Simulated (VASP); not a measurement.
# Cs3SeF: single point with LDA

The system is Cs3SeF.

```xyz
5
Lattice="6.0000 0.0000 0.0000 0.0000 6.0000 0.0000 0.0000 0.0000 6.0000" Properties=species:S:1:pos:R:3 pbc="T T T"
Se    0.0000    0.0000    0.0000
F     3.0000    3.0000    3.0000
Cs    3.0000    3.0000    0.0000
Cs    3.0000    0.0000    3.0000
Cs    0.0000    3.0000    3.0000
```

The cell comes from a database or a generator and needn't be the stable form of this composition.

```
Program             : VASP 6.6.1
Task                : single point
Functional          : LDA
Potentials or basis : VASP PAW LDA potentials, release 64 (Se, F, Cs_sv)
Cutoff              : 520 eV
k mesh              : 4 × 4 × 4
Occupations         : gaussian, width 0.05 eV
Spin                : no spin polarisation
```

| Property | Result |
| --- | --- |
| Pressure | -3.3 GPa |
| Band gap on the k mesh | 1.31 eV, direct |

Levels at points of the mesh, in eV from the valence-band top:
```
           k point  band 16  band 17  band 18  band 19  band 20  band 21  band 22  band 23  band 24  band 25
(0.00, 0.00, 0.00)    -3.62    -3.62     0.00     0.00     0.00     1.31     2.40     2.40     2.81     2.81
(0.50, 0.00, 0.00)    -3.64    -3.64    -0.73    -0.19    -0.19     2.90     3.20     3.45     3.58     4.26
(0.50, 0.50, 0.00)    -4.24    -3.65    -0.41    -0.41    -0.34     3.87     3.87     4.06     4.12     4.29
(0.50, 0.50, 0.50)    -4.29    -4.29    -0.12    -0.12    -0.12     2.77     2.77     2.77     3.02     4.62
```

Run time: 40 s on 1 thread of AMD EPYC 9R45 (Zen 5), with other jobs on the host, peak memory 0.25 GiB.

Caveat: spin-orbit coupling is left out, which moves the levels of the heavy elements. A hybrid or GW would open this gap; LDA tends to underestimate it.
